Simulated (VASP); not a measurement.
Si2Sb2Te:

```xyz
10
Lattice="6.0332 -3.6196 0.1138 6.0424 3.6352 0.0347 0.0828 -0.0751 6.7642" Properties=species:S:1:pos:R:3 pbc="T T T"
Si   10.0345    1.0629    1.5861
Si    2.0501    1.0058    1.4642
Si   10.1065   -1.1488    4.9062
Si    2.1662   -1.1438    4.8040
Sb    4.3291    2.1807    2.2574
Sb    7.9055    2.1501    2.3396
Sb    7.9935   -2.3518    5.7152
Sb    4.2593   -2.2321    5.7318
Te    6.0595   -1.4061    2.4121
Te    6.1904    1.2234    5.8701
```

The cell was built by a generator and needn't be a form met in nature.

| Quantity | Value |
| --- | --- |
| Program | VASP 6.6.1 |
| Task | relaxation of cell and atoms |
| Functional | PBE |
| Potentials or basis | VASP PAW PBE potentials, release 64 (Si, Sb, Te) |
| Cutoff | 520 eV |
| k mesh | 4 × 4 × 4 |
| Occupations | gaussian, width 0.15 eV |
| Spin | no spin polarisation |

At the start: pressure 2.1 GPa; volume 29.62 Å³/atom.

Where does the relaxation end?

Over 15 steps the energy falls by 37.8 meV/atom and the volume is 30.62 Å³/atom (+3.4 %); space group P2_1 (No. 4, to 0.05 Å).

Step by step:
| step | energy change (eV) | largest force (eV/Å) | pressure (GPa) | volume (Å³) |
| --- | --- | --- | --- | --- |
| 1 | 0.0000 | 1.1539 | 2.11 | 296.21 |
| 2 | -0.2988 | 0.5280 | -1.04 | 313.15 |
| 3 | -0.3034 | 0.5691 | -0.73 | 311.10 |
| 4 | -0.3558 | 0.2549 | -0.05 | 306.97 |
| 5 | -0.3583 | 0.2255 | 0.15 | 305.82 |
| 6 | -0.3690 | 0.1463 | 0.04 | 306.37 |
| 7 | -0.3712 | 0.1427 | -0.03 | 306.73 |
| 8 | -0.3747 | 0.0530 | -0.04 | 306.60 |
| 9 | -0.3749 | 0.0640 | -0.04 | 306.57 |
| 10 | -0.3749 | 0.0703 | -0.05 | 306.56 |
| 11 | -0.3761 | 0.0574 | 0.03 | 306.03 |
| 12 | -0.3763 | 0.0618 | 0.06 | 305.76 |
| 13 | -0.3770 | 0.0334 | -0.02 | 306.23 |
| 14 | -0.3771 | 0.0391 | -0.04 | 306.41 |
| 15 | -0.3776 | 0.0263 | -0.02 | 306.21 |

Final structure:
```
Si Sb Te
1.0
     6.15552   -3.62450   -0.00161
     6.15161    3.61925    0.00074
    -0.00026    0.00204    6.86964
Si Sb Te
4 4 2
Direct
  0.68716 0.97709 0.21206
  0.02581 0.31533 0.21245
  0.98831 0.67999 0.71272
  0.32626 0.01823 0.71202
  0.05236 0.65306 0.33008
  0.34952 0.94965 0.32987
  0.96181 0.34201 0.82987
  0.66425 0.04488 0.83011
  0.69319 0.30967 0.35055
  0.32001 0.68644 0.85232
```
